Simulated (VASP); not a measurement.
All values below come from PBE GGA, VASP's PBE PAW potentials (set 64) (plane waves; VASP).

The input files of a VASP run:

**POSCAR**
```
ZnS
1
    3.8486018399     0.0000000000     0.0000000000
   -1.9243009200     3.3329869190    -0.0000000000
    0.0000000000     0.0000000000     6.3042747424
Zn S
2 2
Direct
  0.3333330000   0.6666670000   0.0001175807
  0.6666670000   0.3333330000   0.5001175807
  0.3333330000   0.6666670000   0.3748824193
  0.6666670000   0.3333330000   0.8748824193
```

**INCAR**
```
# general
SYSTEM  = ZnS
PREC    = Accurate
ENCUT   = 480   # plane-wave cut-off (eV)
LREAL   = .FALSE.   # projection in real space or not
LASPH   = .TRUE.   # aspherical one-centre terms

# electronic loop
EDIFF   = 1E-6
NELM    = 100
ALGO    = Normal   # blocked Davidson
LMAXMIX = 4   # l cut-off of mixed one-centre charges

# smearing
ISMEAR  = 0   # Gaussian
SIGMA   = 0.05

# functional
GGA     = PE   # PBE

# ions
IBRION  = 2
NSW     = 60   # most ionic steps
ISIF    = 3   # ions, shape and volume
EDIFFG  = -0.02   # ionic stop

# output
LWAVE   = .FALSE.
LCHARG  = .FALSE.
```

KPOINTS:
```
Automatic mesh
0
gamma
6 6 3
0 0 0
```

POTCAR, in this order: Zn S (PBE.64 set). Program: vasp_std.

Task: What does the run give for the energy per atom (σ→0), band gap (on the k-mesh)?

Result: 
The energy per atom (σ→0) is -3.422 eV/atom and the band gap (on the k-mesh) comes out as 2.08 eV.

**OSZICAR**
```
...
DAV:   8    -0.136872698820E+02    0.17411E-01   -0.12657E-01   844   0.481E+00    0.109E+00
DAV:   9    -0.136880342962E+02   -0.76441E-03   -0.19459E-02   838   0.267E+00    0.271E-01
DAV:  10    -0.136882140546E+02   -0.17976E-03   -0.15383E-03   706   0.422E-01    0.172E-01
DAV:  11    -0.136884591592E+02   -0.24510E-03   -0.30172E-04   688   0.116E-01    0.711E-02
DAV:  12    -0.136884703656E+02   -0.11206E-04   -0.21890E-05   846   0.560E-02    0.145E-02
DAV:  13    -0.136884723799E+02   -0.20143E-05   -0.32726E-06   600   0.168E-02    0.809E-03
DAV:  14    -0.136884728799E+02   -0.50002E-06   -0.11657E-06   576   0.125E-02
   1 F= -.13688473E+02 E0= -.13688473E+02  d E =-.136885E+02
```

The compound is ZnS in the wurtzite structure, the high-temperature form. It was relaxed first. The start is the result of an earlier pass.
